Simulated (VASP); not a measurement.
An input for Ansatz (written as the equivalent of a VASP run, and not itself run):

Ansatz 0.2 input:
```yaml
crystal:
  lattice:
    - [0.0000000, 2.7750000, 2.7750000]
    - [2.7750000, 0.0000000, 2.7750000]
    - [2.7750000, 2.7750000, 0.0000000]
  atoms:
    - { symbol: Ag, position: [0.0000000, 0.0000000, 0.0000000] }
    - { symbol: Cl, position: [0.5000000, 0.5000000, 0.5000000] }
kpoints:
  mp_grid: { grid: [8, 8, 8] }
hamiltonian:
  xc: pbesol
  pseudopotentials: { kind: paw }
scf:
  occupations: { method: gaussian, width: 0.05 }
  max_iter: 100
relax:
  max_steps: 60
  f_tol: 0.01
  cell: {}
output: { forces: true, stress: true, eigenvalues: true }
```

### Question
Translate this input to VASP (INCAR, KPOINTS, POSCAR, choice of POTCAR).

### Answer
One answer among several that fit: 
**INCAR**
```
SYSTEM  =  AgCl
PREC  =  Accurate; ENCUT  =  480; LREAL  =  .False.
LASPH  =  .True.
EDIFF  =  1E-6; NELM  =  100; ALGO  =  Normal
LMAXMIX  =  4
ISMEAR  =  0; SIGMA  =  0.05
GGA  =  PS
IBRION  =  2; NSW  =  60; ISIF  =  3
EDIFFG  =  -0.01
LWAVE  =  .False.; LCHARG  =  .False.
```

POSCAR:
```
AgCl
1
    0.0000000000     2.7750000000     2.7750000000
    2.7750000000     0.0000000000     2.7750000000
    2.7750000000     2.7750000000     0.0000000000
Ag Cl
1 1
Direct
  0.0000000000   0.0000000000   0.0000000000
  0.5000000000   0.5000000000   0.5000000000
```

**KPOINTS**
```
Regular mesh
0
G
 8 8 8
```

POTCAR, in this order: Ag Cl (PBE.64 set). Program: vasp_std.

Limits of the translation: each code has its own PAW files, so the cut-off isn't converted (ENCUT is set for VASP's; basis.ecutwfc is left out, and Ansatz then takes the one that its files recommend); Ansatz stops its SCF on the density residual and VASP on the energy change (EDIFF).

The compound is AgCl in the rock salt structure. This run relaxes it. Symmetry was kept, so distortions that lower it aren't found.
